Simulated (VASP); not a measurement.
VASP input:

### INCAR
```
SYSTEM = Na
PREC = Accurate
ENCUT = 400
EDIFF = 1E-6
NELM = 100
ALGO = Normal
LREAL = .FALSE.
LASPH = .TRUE.
ISMEAR = 1
SIGMA = 0.1
GGA = PE
LWAVE = .FALSE.
LCHARG = .FALSE.
ISIF = 2
IBRION = 0
NSW = 3
TEBEG = 300
```

### KPOINTS
```
Automatic mesh
0
Gamma
9 9 9
0 0 0
```

POSCAR:
```
Na
1
   -2.1300000000     2.1300000000     2.1300000000
    2.1300000000    -2.1300000000     2.1300000000
    2.1300000000     2.1300000000    -2.1300000000
Na
1
Direct
  0.0000000000   0.0000000000   0.0000000000
```

POTCAR, in this order: Na_pv (PBE.64 set). Program: vasp_std.

Output

**standard output**
```
 POSCAR found type information on POSCAR Na
 POSCAR found :  1 types and       1 ions
 Reading from existing POTCAR

 -----------------------------------------------------------------------------
|                                                                             |
|     EEEEEEE  RRRRRR   RRRRRR   OOOOOOO  RRRRRR      ###     ###     ###     |
|     E        R     R  R     R  O     O  R     R     ###     ###     ###     |
|     E        R     R  R     R  O     O  R     R     ###     ###     ###     |
|     EEEEE    RRRRRR   RRRRRR   O     O  RRRRRR       #       #       #      |
|     E        R   R    R   R    O     O  R   R                               |
|     E        R    R   R    R   O     O  R    R      ###     ###     ###     |
|     EEEEEEE  R     R  R     R  OOOOOOO  R     R     ###     ###     ###     |
|                                                                             |
|     Fatal error! IBRION=0, but no entry for POTIM on file INCAR. MUST       |
|     be specified!                                                           |
|                                                                             |
|       ---->  I REFUSE TO CONTINUE WITH THIS SICK JOB ... BYE!!! <----       |
|                                                                             |
 -----------------------------------------------------------------------------
```

### Question
Read the log: what went wrong, and how is it fixed?

### Answer
The cause: molecular dynamics (IBRION = 0) was asked for without POTIM. VASP stops with an error: Fatal error! IBRION=0, but no entry for POTIM on file INCAR. MUST be specified! ----> I REFUSE TO CONTINUE WITH THIS SICK JOB ... BYE!!! <---- To mend it, set POTIM to the time step in fs (1 to 2 fs suits most solids). The plain static run on this cell (PBE GGA, plane waves, VASP's PBE PAW potentials (set 64)) converges, and its OSZICAR ends with
```
   1 F= -.13139403E+01 E0= -.13138717E+01  d E =-.206019E-03
```

The compound is Na in the bcc structure. The cell was not relaxed at this level.
